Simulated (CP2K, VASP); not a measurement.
VASP ran on this input.

**INCAR**
```
SYSTEM = KMgF3
PREC = Accurate
ENCUT = 400
EDIFF = 1E-6
NELM = 100
ALGO = Normal
LREAL = .FALSE.
LASPH = .TRUE.
ISMEAR = -1
SIGMA = 0.05
GGA = PE
LWAVE = .FALSE.
LCHARG = .FALSE.
ISIF = 3
IBRION = 2
NSW = 50
EDIFFG = -0.01
```

KPOINTS:
```
Automatic mesh
0
Gamma
4 4 4
0 0 0
```

POSCAR:
```
KMgF3
1
    3.9900000000     0.0000000000     0.0000000000
    0.0000000000     3.9900000000     0.0000000000
    0.0000000000     0.0000000000     3.9900000000
K Mg F
1 1 3
Direct
  0.0000000000   0.0000000000   0.0000000000
  0.5000000000   0.5000000000   0.5000000000
  0.5000000000   0.0000000000   0.5000000000
  0.0000000000   0.5000000000   0.5000000000
  0.5000000000   0.5000000000   0.0000000000
```

POTCAR, in this order: K_sv Mg F (PBE.64 set). Program: vasp_std.

**Question.** Write an input for CP2K that does the same calculation.

**Answer.** One input that does it (PBE, GPW, DZVP-MOLOPT-SR-GTH basis, GTH-PBE potentials (GTH_POTENTIALS)):
```
&GLOBAL
  PROJECT calc
  RUN_TYPE CELL_OPT
  PRINT_LEVEL LOW
&END GLOBAL
&FORCE_EVAL
  METHOD Quickstep
  STRESS_TENSOR ANALYTICAL
  &DFT
    BASIS_SET_FILE_NAME BASIS_MOLOPT
    POTENTIAL_FILE_NAME GTH_POTENTIALS
    &QS
      METHOD GPW
      EPS_DEFAULT 1E-11
      EXTRAPOLATION USE_GUESS
    &END QS
    &MGRID
      CUTOFF 1000
      REL_CUTOFF 60
      NGRIDS 5
    &END MGRID
    &SCF
      SCF_GUESS ATOMIC
      EPS_SCF 1E-7
      MAX_SCF 100
      ADDED_MOS 8
      &DIAGONALIZATION
        ALGORITHM STANDARD
      &END DIAGONALIZATION
      &MIXING
        METHOD BROYDEN_MIXING
        ALPHA 0.3
        NBUFFER 8
      &END MIXING
      &SMEAR ON
        METHOD FERMI_DIRAC
        ELECTRONIC_TEMPERATURE [K] 580.23
      &END SMEAR
    &END SCF
    &KPOINTS
      SCHEME MONKHORST-PACK 4 4 4
      GAMMA_CENTERED T
    &END KPOINTS
    &XC
      &XC_FUNCTIONAL PBE
      &END XC_FUNCTIONAL
    &END XC
    &PRINT
      &MO
        EIGENVALUES T
        OCCUPATION_NUMBERS T
        NDIGITS 8
        FILENAME mo
        &EACH
          QS_SCF 0
        &END EACH
        ADD_LAST NUMERIC
      &END MO
      &MULLIKEN OFF
      &END MULLIKEN
    &END PRINT
  &END DFT
  &SUBSYS
    &CELL
      A 3.99000000 0.00000000 0.00000000
      B 0.00000000 3.99000000 0.00000000
      C 0.00000000 0.00000000 3.99000000
      PERIODIC XYZ
    &END CELL
    &COORD
      K        0.00000000     0.00000000     0.00000000
      Mg       1.99500000     1.99500000     1.99500000
      F        1.99500000     0.00000000     1.99500000
      F        0.00000000     1.99500000     1.99500000
      F        1.99500000     1.99500000     0.00000000
    &END COORD
    &KIND K
      BASIS_SET DZVP-MOLOPT-SR-GTH
      POTENTIAL GTH-PBE-q9
    &END KIND
    &KIND Mg
      BASIS_SET DZVP-MOLOPT-SR-GTH
      POTENTIAL GTH-PBE-q10
    &END KIND
    &KIND F
      BASIS_SET DZVP-MOLOPT-SR-GTH
      POTENTIAL GTH-PBE-q7
    &END KIND
  &END SUBSYS
  &PRINT
    &FORCES ON
    &END FORCES
    &STRESS_TENSOR ON
    &END STRESS_TENSOR
  &END PRINT
&END FORCE_EVAL
&MOTION
  &CELL_OPT
    OPTIMIZER BFGS
    MAX_ITER 60
    MAX_FORCE 4E-4
    RMS_FORCE 3E-4
    EXTERNAL_PRESSURE [GPa] 0
    PRESSURE_TOLERANCE [bar] 200
  &END CELL_OPT
  &PRINT
    &CELL ON
    &END CELL
    &RESTART OFF
    &END RESTART
    &RESTART_HISTORY OFF
    &END RESTART_HISTORY
  &END PRINT
&END MOTION
```
The two runs describe the same crystal, functional and task. Each code takes its own potentials, basis and convergence tests.

The structure is a typed KMgF3 crystal (Pm-3m).
